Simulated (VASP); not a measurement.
Here is the system:

```xyz
2
Lattice="0.0000 2.2452 2.2452 2.2452 0.0000 2.2452 2.2452 2.2452 0.0000" Properties=species:S:1:pos:R:3 pbc="T T T"
Hf     0.0000     0.0000     0.0000
N      2.2452     2.2452     2.2452
```

Computed with PBEsol GGA, VASP's PBE PAW potentials (set 64) (plane waves; VASP). Numerical set-up: 520 eV cut-off, Gaussian smearing of 0.050 eV, potentials Hf_pv N.

Problem. Give the energies of bands 5 to 10 at the high-symmetry points, in eV from the Fermi level.

Solution. 
| band | Γ | X | U | L | W |
|---|---|---|---|---|---|
| 5 | -3.03 | -5.41 | -6.42 | -9.03 | -6.26 |
| 6 | -3.03 | -3.95 | -5.54 | -6.29 | -5.51 |
| 7 | -3.03 | -3.69 | -5.01 | -6.29 | -5.51 |
| 8 | -0.41 | -3.69 | -0.90 | 3.36 | 1.13 |
| 9 | -0.41 | 4.17 | 3.95 | 3.78 | 1.13 |
| 10 | -0.41 | 5.67 | 4.55 | 3.78 | 5.68 |

It has no gap at this level: it comes out as a metal or semimetal.

The compound is HfN in the rock salt structure. It was relaxed first. The electron count is odd and the run is not spin-polarised, which forces a metal.
